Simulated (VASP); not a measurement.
```xyz
2
Lattice="2.5400 0.0000 0.0000 0.0000 2.5400 0.0000 0.0000 0.0000 2.5400" Properties=species:S:1:pos:R:3 pbc="T T T"
Ni     0.0000     0.0000     0.0000
O      1.2700     1.2700     1.2700
```

The numbers are results of PBEsol GGA, VASP's PBE PAW potentials (set 64) (plane waves; VASP 6.6.1), not measurements. Run with 520 eV cut-off, Gaussian smearing of 0.050 eV, potentials Ni O.

### Question
Give the energies of bands 2 to 10 at the high-symmetry points, in eV from the Fermi level.

### Answer

```csv
band,Γ,X,M,R
2,-3.17,-9.08,-6.65,-7.18
3,-3.17,-3.94,-6.65,-7.18
4,-2.84,-3.94,-2.78,-7.18
5,-2.84,-2.76,-1.82,-0.09
6,-2.84,-0.72,-1.54,-0.09
7,-0.81,-0.30,-1.48,0.95
8,-0.81,0.72,-1.48,0.95
9,-0.81,0.72,-0.13,0.95
10,1.49,6.97,6.41,7.19
```

It has no gap at this level: it comes out as a metal or semimetal.

The structure was generated: NiO was put into the CsCl type type (Pm-3m), which need not be its known phase. It was relaxed first, which changed the volume by +9 %. The run is not spin-polarised, so no magnetic state was tried.
